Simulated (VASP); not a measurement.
Output of a VASP run:

**OUTCAR**
```
 ion  position               nearest neighbor table
   1  0.000  0.000  0.000-   2 2.15   3 2.15   3 2.15   3 2.15   3 2.15   2 2.15   2 2.15   2 2.15
  LATTYP: Found a face centered cubic cell.
 ALAT       =     4.9551004370
 Subroutine PRICEL returns:
 Original cell was already a primitive cell.
 Subroutine GETGRP returns: Found 48 space group operations
The static configuration has the point symmetry O_h .
The dynamic configuration has the point symmetry O_h .
 Subroutine INISYM returns: Found 48 space group operations
 Subroutine IBZKPT returns following result:
 Found     29 irreducible k-points:

 Following reciprocal coordinates:
            Coordinates               Weight
  0.000000  0.000000  0.000000      1.000000
  0.125000  0.000000  0.000000      8.000000
  0.250000  0.000000  0.000000      8.000000
  0.375000  0.000000  0.000000      8.000000
  0.500000  0.000000  0.000000      4.000000
  0.125000  0.125000  0.000000      6.000000
  0.250000  0.125000  0.000000     24.000000
  0.375000  0.125000  0.000000     24.000000
  0.500000  0.125000  0.000000     24.000000
 -0.375000  0.125000  0.000000     24.000000
 -0.250000  0.125000  0.000000     24.000000
 -0.125000  0.125000  0.000000     12.000000
  0.250000  0.250000  0.000000      6.000000
  0.375000  0.250000  0.000000     24.000000
  0.500000  0.250000  0.000000     24.000000
 -0.375000  0.250000  0.000000     24.000000
 -0.250000  0.250000  0.000000     12.000000
  0.375000  0.375000  0.000000      6.000000
  0.500000  0.375000  0.000000     24.000000
 -0.375000  0.375000  0.000000     12.000000
  0.500000  0.500000  0.000000      3.000000
  0.375000  0.250000  0.125000     24.000000
  0.500000  0.250000  0.125000     48.000000
 -0.375000  0.250000  0.125000     24.000000
  0.500000  0.375000  0.125000     24.000000
 -0.375000  0.375000  0.125000     48.000000
 -0.250000  0.375000  0.125000     24.000000
 -0.375000  0.500000  0.125000     12.000000
 -0.250000  0.500000  0.250000      6.000000
   k-points           NKPTS =     29   k-points in BZ     NKDIM =     29   number of bands    NBANDS=     15
   number of dos      NEDOS =    301   number of ions     NIONS =      3
   total plane-waves  NPLWV =  21952
   dimension x,y,z NGX =    28 NGY =   28 NGZ =   28
   dimension x,y,z NGXF=    56 NGYF=   56 NGZF=   56
   ions per type =               1   2
   PREC   = accura    normal or accurate (medium, high low for compatibility)
   ISTART =      0    job   : 0-new  1-cont  2-samecut
   ICHARG =      2    charge: 1-file 2-atom 10-const
   ISPIN  =      1    spin polarized calculation?
   LNONCOLLINEAR =      F non collinear calculations
   LSORBIT =      F    spin-orbit coupling
   INIWAV =      1    electr: 0-lowe 1-rand  2-diag
   ENCUT  =  520.0 eV  38.22 Ry    6.18 a.u.   6.51  6.51  6.51*2*pi/ulx,y,z
   NELM   =    100;   NELMIN=  2; NELMDL= -5     # of ELM steps
   EDIFF  = 0.1E-06   stopping-criterion for ELM
   LREAL  =      F    real-space projection
   NLSPLINE    = F    spline interpolate recip. space projectors
   LMAXMIX     =    6 max onsite mixed and CHGCAR
   VOSKOWN=      0    Vosko Wilk Nusair interpolation
   EDIFFG = 0.1E-05   stopping-criterion for IOM
   NSW    =      0    number of steps for IOM
   NBLOCK =      1;   KBLOCK =      1    inner block; outer block
   IBRION =     -1    ionic relax: 0-MD 1-quasi-New 2-CG
   NFREE  =      0    steps in history (QN), initial steepest desc. (CG)
   ISIF   =      2    stress and relaxation
   ISYM   =      2    0-nonsym 1-usesym 2-fastsym
   TEIN   =    0.0    initial temperature
   TEBEG  =    0.0;   TEEND  =   0.0 temperature during run
   SMASS  =  -3.00    Nose mass-parameter (am)
   PSTRESS=    0.0 pullay stress
   NELECT =      22.0000    total number of electrons
   EFERMI =   0.00;   METHOD = LEGACY
   ISMEAR =     0;   SIGMA  =   0.05  broadening in eV -4-tet -1-fermi 0-gaus
   IALGO  =     38    algorithm
   LDIAG  =      T    sub-space diagonalisation (order eigenvalues)
...
```

### OSZICAR
```
       N       E                     dE             d eps       ncg     rms          rms(c)
DAV:   1     0.146165715337E+03    0.14617E+03   -0.13558E+04   870   0.155E+03
DAV:   2    -0.217006826937E+01   -0.14834E+03   -0.14454E+03  1213   0.403E+02
DAV:   3    -0.716675751299E+01   -0.49967E+01   -0.49879E+01  1150   0.720E+01
DAV:   4    -0.720179971419E+01   -0.35042E-01   -0.35036E-01  1101   0.685E+00
DAV:   5    -0.720238207952E+01   -0.58237E-03   -0.58233E-03  1185   0.663E-01    0.731E+01
DAV:   6    -0.386159055697E+02   -0.31414E+02   -0.11705E+02   898   0.138E+02    0.307E+01
DAV:   7    -0.364386244286E+02    0.21773E+01   -0.22004E+01  1031   0.354E+01    0.306E+01
DAV:   8    -0.374713299828E+02   -0.10327E+01   -0.63049E+00  1080   0.176E+01    0.218E+01
DAV:   9    -0.373980178960E+02    0.73312E-01   -0.23637E+01   954   0.318E+01    0.153E+01
DAV:  10    -0.365090076863E+02    0.88901E+00   -0.26067E+00   996   0.130E+01    0.360E+00
DAV:  11    -0.365635533672E+02   -0.54546E-01   -0.21745E-01  1052   0.377E+00    0.645E-01
DAV:  12    -0.365729839678E+02   -0.94306E-02   -0.61940E-03  1066   0.863E-01    0.196E-01
DAV:  13    -0.365696471485E+02    0.33368E-02   -0.12053E-02   989   0.797E-01    0.438E-01
DAV:  14    -0.365731952047E+02   -0.35481E-02   -0.85826E-03   891   0.696E-01    0.999E-02
DAV:  15    -0.365733966344E+02   -0.20143E-03   -0.25922E-04   870   0.162E-01    0.288E-02
DAV:  16    -0.365734019543E+02   -0.53199E-05   -0.39424E-06  1143   0.234E-02    0.311E-02
DAV:  17    -0.365734011797E+02    0.77462E-06   -0.90638E-06   968   0.224E-02    0.333E-03
DAV:  18    -0.365734020075E+02   -0.82774E-06   -0.12737E-06  1094   0.109E-02    0.201E-03
DAV:  19    -0.365734017566E+02    0.25085E-06   -0.29949E-07   966   0.536E-03    0.853E-04
DAV:  20    -0.365734018751E+02   -0.11851E-06   -0.74433E-08   659   0.241E-03    0.986E-04
DAV:  21    -0.365734018330E+02    0.42119E-07   -0.16335E-08   505   0.119E-03
   1 F= -.36573402E+02 E0= -.36573402E+02  d E =-.177788E-22
```

OUTCAR:
```
------------------------ aborting loop because EDIFF is reached ----------------------------------------
  FORCE on cell =-STRESS in cart. coord.  units (eV):
  Direction    XX          YY          ZZ          XY          YZ          ZX
  --------------------------------------------------------------------------------------
  Total        3.5331700      3.5331700      3.5331700      0.0000000      0.0000000     -0.0000000
  in kB      186.1134345    186.1134345    186.1134345      0.0000000      0.0000000     -0.0000000
  external PRESSURE =     186.1134345 kB  Pullay stress =       0.0000000 kB
  volume of cell :       30.42
      direct lattice vectors                 reciprocal lattice vectors
     0.000000000  2.477550218  2.477550218    -0.201812256  0.201812256  0.201812256
     2.477550218  0.000000000  2.477550218     0.201812256 -0.201812256  0.201812256
     2.477550218  2.477550218  0.000000000     0.201812256  0.201812256 -0.201812256
 POSITION                                       TOTAL-FORCE (eV/Angst)
 -----------------------------------------------------------------------------------
      0.00000      0.00000      0.00000        -0.000000     -0.000000      0.000000
      1.23878      1.23878      1.23878        -0.000000     -0.000000      0.000000
      3.71633      3.71633      3.71633         0.000000      0.000000     -0.000000
 -----------------------------------------------------------------------------------
    total drift:                                0.000000      0.000000      0.000000
  FREE ENERGIE OF THE ION-ELECTRON SYSTEM (eV)
  ---------------------------------------------------
  free  energy   TOTEN  =       -36.5734018330 eV

  energy  without entropy=      -36.5734018330  energy(sigma->0) =      -36.57340183
```
(Selected blocks of OUTCAR.)

POSCAR:
```
HfO2
1
    0.0000000000     2.4775502185     2.4775502185
    2.4775502185     0.0000000000     2.4775502185
    2.4775502185     2.4775502185     0.0000000000
Hf O
1 2
Direct
  0.0000000000   0.0000000000   0.0000000000
  0.2500000000   0.2500000000   0.2500000000
  0.7500000000   0.7500000000   0.7500000000
```

Task: Reconstruct the remaining input files.

Result: This is not unique; one that fits is the input of the run itself, TPSS meta-GGA, plane waves, VASP's PBE PAW potentials (set 64).

File KPOINTS:
```
Automatic mesh
0
Gamma
8 8 8
0 0 0
```

**INCAR**
```
METAGGA = TPSS
SIGMA = 0.05   # width (eV)
ENCUT = 520   # plane-wave cut-off (eV)
PREC = Accurate
LMIXTAU = .TRUE.
NELM = 100
LWAVE = .FALSE.
EDIFF = 1E-7   # SCF stop (eV)
LASPH = .TRUE.
LMAXMIX = 6   # l cut-off of mixed one-centre charges
LCHARG = .FALSE.
ISMEAR = 0
LREAL = .FALSE.
ISIF = 2
SYSTEM = HfO2
ALGO = Normal
```

POTCAR, in this order: Hf_pv O (PBE.64 set). Program: vasp_std.

The compound is HfO2 in the fluorite structure, the high-temperature cubic form, which is unstable at 0 K; the monoclinic form is the stable one. This cell is one point of a volume scan, at 0.94 of the reference volume.
